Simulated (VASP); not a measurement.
All values below come from r2SCAN meta-GGA, VASP's PBE PAW potentials (set 64) (plane waves; VASP).

Input for VASP

**INCAR**
```
SYSTEM=Na(100) slab
PREC=Normal; ENCUT=400; LREAL=.FALSE.
LASPH=.TRUE.
EDIFF=1E-5; NELM=100; NELMIN=4
ALGO=Normal; LMIXTAU=.TRUE.
ISMEAR=1; SIGMA=0.1
METAGGA=R2SCAN
IBRION=2; NSW=50; ISIF=2
EDIFFG=-0.03
LWAVE=.TRUE.; LCHARG=.FALSE.
DIPOL=0.5 0.5 0.5
LDIPOL=.TRUE.; IDIPOL=3
```

POSCAR:
```
Na(100) slab
1.0
  4.2366061240   0.0000000000   0.0000000000
  0.0000000000   4.2366061240   0.0000000000
  0.0000000000   0.0000000000  27.6274455690
Na
6
direct
  0.5000000000   0.0000000000   0.3083150000
  0.0000000000   0.5000000000   0.3849890000
  0.5000000000   0.0000000000   0.4616630000
  0.0000000000   0.5000000000   0.5383370000
  0.5000000000   0.0000000000   0.6150110000
  0.0000000000   0.5000000000   0.6916850000
```

File KPOINTS:
```
Automatic mesh
0
Gamma
7 7 1
0 0 0
```

POTCAR, in this order: Na_pv (PBE.64 set). Program: vasp_std.

### Question
What will the output report for the number of irreducible k-points (NKPTS), largest plane-wave count, number of space-group operations, FFT grid (NGX, NGY, NGZ)?

### Answer

```yaml
number of irreducible k-points (NKPTS): 10
largest_plane_wave_count: 9040
number_of_space_group_operations: 16
FFT grid (NGX, NGY, NGZ): 24 × 24 × 140
```

The cell is a thin slab with vacuum, built from Na (bcc): (100) face.
